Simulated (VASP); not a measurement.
An input for Ansatz (written as the equivalent of a VASP run, and not itself run):

Ansatz 0.2 input:
```yaml
crystal:
  lattice:
    - [0.0000000, 2.9288543, 2.9288543]
    - [2.9288543, 0.0000000, 2.9288543]
    - [2.9288543, 2.9288543, 0.0000000]
  atoms:
    - { symbol: Al, position: [0.2500000, 0.2500000, 0.2500000] }
    - { symbol: Al, position: [0.7500000, 0.7500000, 0.7500000] }
    - { symbol: Pt, position: [0.0000000, 0.0000000, 0.0000000] }
kpoints:
  mp_grid: { grid: [10, 10, 10] }
hamiltonian:
  xc: lda
  pseudopotentials: { kind: paw }
scf:
  occupations: { method: tetrahedron }
  max_iter: 100
output: { forces: true, stress: true, eigenvalues: true }
```

Task: Translate this input to VASP (INCAR, KPOINTS, POSCAR, choice of POTCAR).

Result: One answer among several that fit: 
KPOINTS:
```
Automatic mesh
0
Gamma
10 10 10
0 0 0
```

**INCAR**
```
# general
SYSTEM =PtAl2
PREC   =Accurate
ENCUT  =400   # plane-wave cut-off (eV)
LREAL  =.FALSE.
LASPH  =.TRUE.

# electronic loop
EDIFF  =1E-7   # SCF stop (eV)
NELM   =100   # most electronic steps
ALGO   =Normal
LMAXMIX=6

# smearing
ISMEAR =-5   # tetrahedra, Bloechl

# ions
ISIF   =2   # forces and stress, cell fixed

# output
LWAVE  =.FALSE.
LCHARG =.TRUE.
LORBIT =11   # lm-projected
NEDOS  =601   # DOS grid

# other
LEFG   =.TRUE.
```

**POSCAR**
```
PtAl2
4.1420250
  0.0000000000   0.7071068583   0.7071068583
  0.7071068583   0.0000000000   0.7071068583
  0.7071068583   0.7071068583   0.0000000000
Al Pt
2 1
Cart
  0.3535534292   0.3535534292   0.3535534292
  1.0606602875   1.0606602875   1.0606602875
  0.0000000000   0.0000000000   0.0000000000
```

POTCAR, in this order: Al Pt (LDA.64 set). Program: vasp_std.

What does not carry over: each code has its own PAW files, so the cut-off isn't converted (ENCUT is set for VASP's; basis.ecutwfc is left out, and Ansatz then takes the one that its files recommend); Ansatz stops its SCF on the density residual and VASP on the energy change (EDIFF); Ansatz's lda is the Perdew-Wang form, while the LDA potentials of VASP carry Perdew-Zunger's; the field gradients of LEFG aren't asked of the other code.

The compound is PtAl2 in the fluorite structure. It was relaxed first.
